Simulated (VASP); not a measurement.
Output of a VASP run:

**OSZICAR**
```
       N       E                     dE             d eps       ncg     rms          rms(c)
DAV:   1    -0.630875602125E+03   -0.63088E+03   -0.11311E+01   362   0.787E+00    0.157E+01
DAV:   2    -0.630951268578E+03   -0.75666E-01   -0.29351E-01   391   0.117E+00    0.114E+01
DAV:   3    -0.630933070887E+03    0.18198E-01   -0.12825E-02   412   0.251E-01    0.670E+00
DAV:   4    -0.630926458686E+03    0.66122E-02   -0.36649E-03   391   0.120E-01    0.386E+00
DAV:   5    -0.630924404299E+03    0.20544E-02   -0.11423E-03   399   0.679E-02    0.220E+00
DAV:   6    -0.630923738030E+03    0.66627E-03   -0.26089E-04   391   0.359E-02    0.125E+00
DAV:   7    -0.630923518445E+03    0.21959E-03   -0.81544E-05   391   0.225E-02    0.712E-01
DAV:   8    -0.630923451031E+03    0.67414E-04   -0.26652E-05   279   0.135E-02    0.409E-01
DAV:   9    -0.630923431425E+03    0.19606E-04   -0.92308E-06   223   0.847E-03    0.234E-01
DAV:  10    -0.630923426593E+03    0.48323E-05   -0.31985E-06   207   0.502E-03
   1 F= -.63092343E+03 E0= -.63092343E+03  d E =-.682241E-12
```

OUTCAR:
```
------------------------ aborting loop because EDIFF is reached ----------------------------------------
  volume of cell :      755.65
      direct lattice vectors                 reciprocal lattice vectors
     4.640980826 -8.038414841  0.000000000     0.107735847 -0.062201318  0.000000000
     4.640980826  8.038414841  0.000000000     0.107735847  0.062201318  0.000000000
     0.000000000  0.000000000 10.127683410     0.000000000  0.000000000  0.098739263
  FREE ENERGIE OF THE ION-ELECTRON SYSTEM (eV)
  ---------------------------------------------------
  free  energy   TOTEN  =      -630.9234265927 eV

  energy  without entropy=     -630.9234265927  energy(sigma->0) =     -630.92342659

  exchange ACFDT corr.  =         0.00000000  see jH, gK, PRB 81, 115126
```
(Selected blocks of OUTCAR.)

POSCAR:
```
C35NSi36
1
    4.6409808260    -8.0384148411     0.0000000000
    4.6409808260     8.0384148411     0.0000000000
    0.0000000000     0.0000000000    10.1276834096
Si C N
36 35 1
Direct
  0.9999410208   0.9994387718   0.0009171838
  0.9993536038   0.9996313054   0.5000921888
  0.2218322097   0.1098019542   0.7515450529
  0.1108268845   0.2215285483   0.2512437455
  0.0003494588   0.3335205802   0.0010111283
  0.9997753201   0.3325389649   0.5001504085
  0.2222086021   0.4447962473   0.7516351079
  0.1111933691   0.5554170570   0.2505270488
  0.0003420607   0.6667200072   0.0008278208
  0.0005932779   0.6666756918   0.4998116880
  0.2223146004   0.7775199992   0.7513497925
  0.1109860788   0.8883218505   0.2505161361
  0.3332709354   0.9995803980   0.0009331963
  0.3328460248   0.9988999866   0.4999045573
  0.5549673675   0.1100692395   0.7516181916
  0.4440567128   0.2210763726   0.2508500086
  0.3336960489   0.3331027632   0.0008586285
  0.3296712411   0.3309456929   0.4999966309
  0.5554286507   0.4439587770   0.7541154702
  0.4438398731   0.5552056654   0.2508498488
  0.3333128155   0.6666008844   0.0009197537
  0.3328641821   0.6665773947   0.4998685329
  0.5550204899   0.7777796982   0.7515685212
  0.4442114306   0.8884583766   0.2507153862
  0.6663152636   0.9996286068   0.0010327539
  0.6669799993   0.9998682056   0.5002194027
  0.8889290939   0.1108931428   0.7512107962
  0.7779155565   0.2219058396   0.2512580419
  0.6665767596   0.3334179006   0.0008659548
  0.6683770414   0.3312785344   0.4999779941
  0.8898673695   0.4447708150   0.7515415468
  0.7783374497   0.5555030303   0.2506668071
  0.6661772964   0.6657856568   0.0007785586
  0.6679603690   0.6693446020   0.5000345589
  0.8895294543   0.7774756116   0.7515181609
  0.7773824070   0.8882898654   0.2512409578
  0.9998071640   0.9995832139   0.8130589777
  0.9997195416   0.9992394690   0.3130350417
  0.2234636737   0.1114663131   0.5621628940
  0.1116801678   0.2221151977   0.0619011381
  0.0001819956   0.3330679386   0.8131563256
  0.0001671537   0.3331676008   0.3130800068
  0.2238117453   0.4445296991   0.5622182701
  0.1112565667   0.5555105596   0.0617402566
  0.0001421184   0.6664079743   0.8131762769
  0.9999653941   0.6662516901   0.3128256772
  0.2221633183   0.7773799183   0.5619556345
  0.1111491809   0.8887171533   0.0617353115
  0.3333412002   0.9996874851   0.8132570322
  0.3330776045   0.9994429344   0.3129495435
  0.5549513575   0.1118190447   0.5621982405
  0.4446543846   0.2221442982   0.0619007298
  0.3340888571   0.3332513308   0.8111476114
  0.3347473350   0.3334817710   0.3146401393
  0.4442614223   0.5549368456   0.0618831797
  0.3335137308   0.6665349812   0.8132458237
  0.3332533688   0.6662866042   0.3129146500
  0.5547982091   0.7757373733   0.5621704418
  0.4444061199   0.8886281093   0.0619230008
  0.6667721425   0.9998181119   0.8131670452
  0.6664179184   0.9996096290   0.3131870597
  0.8887037384   0.1107196694   0.5618830782
  0.7776621912   0.2224322392   0.0618837006
  0.6663382793   0.3335229324   0.8111658248
  0.6658456236   0.3338235758   0.3145773934
  0.8879112209   0.4447229251   0.5621527009
  0.7777197178   0.5553911571   0.0617150610
  0.6660298630   0.6652994238   0.8110856479
  0.6655375805   0.6643348130   0.3146261642
  0.8874323773   0.7755466720   0.5620992210
  0.7771312909   0.8877280032   0.0618396016
  0.5554321268   0.4438553050   0.5625727365
```

Question: Reconstruct the remaining input files.

Answer: This is not unique; one that fits is the input of the run itself, HSE06 screened hybrid, plane waves, VASP's PBE PAW potentials (set 64).

INCAR:
```
SYSTEM=C35NSi36
PREC=Normal; ENCUT=400; LREAL=Auto
LASPH=T; ISYM=0; NELECT=288.0
EDIFF=1E-5; NELM=50; NELMIN=4
ALGO=Normal
ISMEAR=0; SIGMA=0.05
GGA=PE; LHFCALC=T; AEXX=0.25
HFSCREEN=0.2; PRECFOCK=Fast
ISIF=0
LWAVE=F; LCHARG=F
```

File KPOINTS:
```
Automatic mesh
0
Gamma
1 1 1
0 0 0
```

POTCAR, in this order: Si C N (PBE.64 set). Program: vasp_gam. Read from the step before: WAVECAR.

The cell is charged, with a uniform compensating background. The supercell is sampled at Γ alone, which is coarse: total energies, pressure and levels can be off, energies of defects by several tenths of an eV.

The cell is a supercell with a defect, built from SiC (4h): N_C, charge +1. The cell's shape comes from a PBE relaxation. The run is not spin-polarised, so no state with unpaired spins was tried.
